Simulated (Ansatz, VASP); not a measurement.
## La2O3 (P-3m1, 5 atoms in the cell) computed with different codes at matched settings

Self-consistent single point.

```yaml
crystal:
  lattice:
    - [1.92666, -3.33707, 0.00000]
    - [1.92666, 3.33707, 0.00000]
    - [0.00000, 0.00000, 5.99514]
  atoms:
    - { symbol: La, position: [0.33333, 0.66667, 0.24700] }
    - { symbol: La, position: [0.66667, 0.33333, 0.75300] }
    - { symbol: O, position: [0.00000, 0.00000, 0.00000] }
    - { symbol: O, position: [0.33333, 0.66667, 0.64700] }
    - { symbol: O, position: [0.66667, 0.33333, 0.35300] }
```

Shared settings, as Ansatz (an electronic-structure program) writes them: kpoints.mp_grid.grid = 7 7 4; magnetization.spin_orbit = true; scf.occupations.method = fermi_dirac; scf.occupations.width = 0.02 eV. Potentials and cutoffs stand in the table.

```json
[
 {"code": "VASP", "model": "PBE, spin-orbit coupling, VASP's PBE PAW potentials (set 64)", "pressure (GPa)": "7.12", "largest force (eV/Å)": "0.609", "gap on the mesh (eV)": "3.921", "cutoff": "400 eV"},
 {"code": "Ansatz", "model": "PBE with spin-orbit coupling, default PAW files", "pressure (GPa)": "10.83", "largest force (eV/Å)": "0.628", "gap on the mesh (eV)": "3.910", "cutoff": "420 eV"}
]
```

Size of the force on each atom (eV/Å): Sizes of forces hide their directions.

```
code      La1    La2     O3     O4     O5
------  -----  -----  -----  -----  -----
VASP    0.609  0.609  0.000  0.149  0.149
Ansatz  0.628  0.628  0.000  0.145  0.145
```

Gaps are read on the mesh.

The spread over the programs that give each value: pressure within 3.71 GPa; largest force within 0.019 eV/Å; gap on the mesh within 0.011 eV.

Ansatz's pressure is given at a fixed set of plane waves, as the other plane-wave codes print theirs; with its correction for the finite basis it is 11.28 GPa (the shift of 0.45 GPa shows how far the cutoff is from converged).

VASP's run is marked for a possible Pulay error in its stress at this cutoff; no cutoff test was made.

The starting cell has typed, rounded lattice constants, without a prior relaxation at this level. Its lattice was rescaled by a random factor within 2.5 % of one.

Keys are those of Ansatz 0.2.
